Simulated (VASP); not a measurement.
Here is the system:

```
Au
1.0
    2.89055     0.00000     0.00000
   -1.44528     2.50329     0.00000
    0.00000     0.00000     4.69308
Au
2
Cartesian
  0.00000   1.66886   1.17327
  1.44528   0.83443   3.51981
```

The numbers are results of PBEsol GGA, VASP's PBE PAW potentials (set 64) (plane waves; VASP), not measurements. Settings: 400 eV cut-off, 13×13×7 Γ-centred mesh, first-order Methfessel-Paxton smearing of 0.10 eV, potentials Au.

Task: The ions, cell shape and volume are relaxed. Which structure does the run end with?

Result: 
```
Au
1.0
    2.86821     0.00000     0.00000
   -1.43410     2.48394     0.00000
    0.00000     0.00000     4.76657
Au
2
Direct
  0.33333   0.66667   0.25000
  0.66667   0.33333   0.75000
```
Space group P6_3/mmc (194), at a tolerance of 0.03 Å.

Task: How do energy and volume change from the first to the last step?

Result: The energy (σ→0) changes by -3.2 meV/atom and the volume by +0.0 %, in 6 ionic steps.

```
step  E(σ→0) (eV)  max force (eV/Å)  pressure (GPa)  volume (Å³)
----  -----------  ----------------  --------------  -----------
1         -7.8448             0.000            0.05        33.96
2         -7.8509             0.000           -0.13        33.98
3         -7.8512             0.000           -0.13        33.99
4         -7.8512             0.000           -0.14        33.99
5         -7.8511             0.000            0.26        33.91
6         -7.8512             0.000            0.00        33.96
```

The structure was generated: Au was put into the hcp type (P6_3/mmc), which need not be its known phase. This run relaxes it. Symmetry was kept, so distortions that lower it aren't found.
